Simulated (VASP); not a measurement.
Computed with PBEsol GGA, VASP's PBE PAW potentials (set 64) (plane waves; VASP 6.6.1).

VASP input:

**INCAR**
```
ALGO  =  Normal
DIPOL  =  0.5 0.5 0.5
EDIFF  =  1E-6
ENCUT  =  400
GGA  =  PS
IDIPOL  =  3
ISMEAR  =  1
LASPH  =  T
LCHARG  =  F
LDIPOL  =  T
LMAXMIX  =  4
LORBIT  =  11
LREAL  =  F
LVHAR  =  T
LWAVE  =  F
NELM  =  100
NELMIN  =  4
PREC  =  Normal
SIGMA  =  0.1
SYSTEM  =  Tl(001) slab
```

### KPOINTS
```
Automatic mesh
0
Gamma
9 9 1
0 0 0
```

### POSCAR
```
Tl(001) slab
3.4340440
  1.0000000251   0.0000000000   0.0000000000
 -0.5000000125   0.8660254552   0.0000000000
  0.0000000000   0.0000000000   7.6556862796
Tl
4
Cartesian
  0.5000005125   0.2886748631   3.4391154363
 -0.0000005000   0.5773505922   2.6390083137
  0.5000005125   0.2886748631   5.0166779658
 -0.0000005000   0.5773505922   4.2165708432
```

POTCAR, in this order: Tl_d (PBE.64 set). Program: vasp_std. Read from the step before: WAVECAR.

The run wrote:

### OUTCAR
```
 ion  position               nearest neighbor table
   1  0.667  0.333  0.449-   4 3.33   4 3.33   4 3.33   2 3.39   2 3.39   2 3.39
   2  0.333  0.667  0.345-   1 3.39   1 3.39   1 3.39
   3  0.667  0.333  0.655-   4 3.39   4 3.39   4 3.39
   4  0.333  0.667  0.551-   1 3.33   1 3.33   1 3.33   3 3.39   3 3.39   3 3.39
  LATTYP: Found a hexagonal cell.
 ALAT       =     3.4340440861
 C/A-ratio  =     7.6556860876
 Subroutine PRICEL returns:
 Original cell was already a primitive cell.
 Subroutine GETGRP returns: Found 12 space group operations
The static configuration has the point symmetry D_3d.
The dynamic configuration has the point symmetry D_3d.
 Subroutine INISYM returns: Found 12 space group operations
 Subroutine IBZKPT returns following result:
 Found     12 irreducible k-points:

 Following reciprocal coordinates:
            Coordinates               Weight
  0.000000  0.000000  0.000000      1.000000
  0.111111 -0.000000  0.000000      6.000000
  0.222222  0.000000  0.000000      6.000000
  0.333333  0.000000  0.000000      6.000000
  0.444444  0.000000  0.000000      6.000000
  0.111111  0.111111  0.000000      6.000000
  0.222222  0.111111  0.000000     12.000000
  0.333333  0.111111  0.000000     12.000000
  0.444444  0.111111  0.000000      6.000000
  0.222222  0.222222  0.000000      6.000000
  0.333333  0.222222  0.000000     12.000000
  0.333333  0.333333  0.000000      2.000000
   k-points           NKPTS =     12   k-points in BZ     NKDIM =     12   number of bands    NBANDS=     31
   number of dos      NEDOS =    301   number of ions     NIONS =      4
   total plane-waves  NPLWV =  45360
   dimension x,y,z NGX =    18 NGY =   18 NGZ =  140
   dimension x,y,z NGXF=    36 NGYF=   36 NGZF=  280
   ions per type =               4
   PREC   = normal    normal or accurate (medium, high low for compatibility)
   ISTART =      1    job   : 0-new  1-cont  2-samecut
   ICHARG =      0    charge: 1-file 2-atom 10-const
...
```

### OSZICAR
```
       N       E                     dE             d eps       ncg     rms          rms(c)
DAV:   1    -0.100619094188E+02   -0.10062E+02   -0.24539E-05   786   0.420E-02    0.600E-03
DAV:   2    -0.100619085973E+02    0.82146E-06   -0.25346E-06   584   0.164E-02    0.177E-03
DAV:   3    -0.100619084706E+02    0.12674E-06   -0.85393E-07   505   0.983E-03    0.970E-04
DAV:   4    -0.100619084618E+02    0.87384E-08   -0.72983E-08   456   0.298E-03
   1 F= -.10061908E+02 E0= -.10061683E+02  d E =-.676047E-03
```

OUTCAR:
```
------------------------ aborting loop because EDIFF is reached ----------------------------------------
  FORCE on cell =-STRESS in cart. coord.  units (eV):
  Direction    XX          YY          ZZ          XY          YZ          ZX
  --------------------------------------------------------------------------------------
  Total       -0.4765728     -0.4765728     -0.1700162     -0.0000000     -0.0000000      0.0000000
  in kB       -2.8438549     -2.8438551     -1.0145387     -0.0000000     -0.0000000      0.0000000
  external PRESSURE =      -2.2340829 kB  Pullay stress =       0.0000000 kB
  volume of cell :      268.49
      direct lattice vectors                 reciprocal lattice vectors
     3.434044086  0.000000000  0.000000000     0.291201853  0.168125462  0.000000000
    -1.717022043  2.973969518  0.000000000     0.000000000  0.336250925  0.000000000
     0.000000000  0.000000000 26.289963534     0.000000000  0.000000000  0.038037329
 POSITION                                       TOTAL-FORCE (eV/Angst)
 -----------------------------------------------------------------------------------
      1.71702      0.99132     11.81007        -0.000000      0.000000     -0.012755
     -0.00000      1.98265      9.06247         0.000000      0.000000      0.017192
      1.71702      0.99132     17.22749        -0.000000      0.000000     -0.017192
     -0.00000      1.98265     14.47989         0.000000     -0.000000      0.012755
 -----------------------------------------------------------------------------------
    total drift:                                0.000000      0.000000      0.000000
  FREE ENERGIE OF THE ION-ELECTRON SYSTEM (eV)
  ---------------------------------------------------
  free  energy   TOTEN  =       -10.0619084618 eV

  energy  without entropy=      -10.0612324152  energy(sigma->0) =      -10.06168311

 total charge

# of ion       s       p       d       tot
------------------------------------------
    1        1.153   0.429   9.634  11.216
    2        1.191   0.354   9.638  11.183
    3        1.191   0.354   9.638  11.183
    4        1.153   0.429   9.634  11.216
--------------------------------------------------
tot          4.687   1.565  38.545  44.797
```
(Selected blocks of OUTCAR.)

The cell is a thin slab with vacuum, built from Tl (hcp): (001) face.
